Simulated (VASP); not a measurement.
Consider the following.

```yaml
crystal:
  lattice:
    - [2.84786, 0.00000, 0.00000]
    - [0.00000, 2.84786, 0.00000]
    - [0.00000, 0.00000, 4.09489]
  atoms:
    - { symbol: Ti, position: [0.00000, 0.00000, 0.00000] }
    - { symbol: Al, position: [0.50000, 0.50000, 0.50000] }
```

Computed with RPBE GGA, VASP's PBE PAW potentials (set 64) (plane waves; VASP). Settings: 520 eV cut-off, Gaussian smearing of 0.050 eV, potentials Ti_sv Al.

Give the energies of bands 5 to 10 at the high-symmetry points, in eV from the Fermi level.

```
band      Γ      X      M      Z      R      A
----  -----  -----  -----  -----  -----  -----
5     -8.96  -4.58  -3.12  -7.52  -4.86  -2.44
6     -1.83  -4.50  -0.53  -5.24  -2.94  -2.23
7     -0.82  -1.66  -0.53  -0.66  -1.21  -2.23
8     -0.40  -0.25  -0.41   0.63  -1.20   1.66
9      2.08   1.71  -0.20   1.74   1.34   2.06
10     2.08   2.43  -0.20   1.74   1.76   2.64
```

It has no gap at this level: it comes out as a metal or semimetal.

The compound is TiAl in the L1_0 structure. It was relaxed first. The electron count is odd and the run is not spin-polarised, which forces a metal.
